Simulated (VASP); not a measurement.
```yaml
crystal:
  lattice:
    - [0.00000, 2.82671, 2.82671]
    - [2.82671, 0.00000, 2.82671]
    - [2.82671, 2.82671, 0.00000]
  atoms:
    - { symbol: Ge, position: [0.00000, 0.00000, 0.00000] }
    - { symbol: Sn, position: [0.50000, 0.50000, 0.50000] }
```

Computed with LDA (Ceperley-Alder, Perdew-Zunger) with spin-orbit coupling, VASP's LDA PAW potentials (set 64) (plane waves; VASP 6.6.1). Run with 400 eV cut-off, 10×10×10 Γ-centred mesh, Gaussian smearing of 0.050 eV, potentials Ge_d Sn_d.

Task: Predict the energy per atom (σ→0), band gap (over mesh and band path) with the smallest direct gap where there is one.

Result: 
| Property | Result |
|---|---|
| band gap (over mesh and band path) | none (metal, semimetal or under 0.01 eV) |
| energy per atom (σ→0) | -4.745 eV/atom |

The absolute energy has meaning only against runs of the same code, potentials and settings.

The structure was generated: SnGe was put into the rocksalt type (Fm-3m), which need not be its known phase. It was relaxed first, which changed the volume by -10 %.
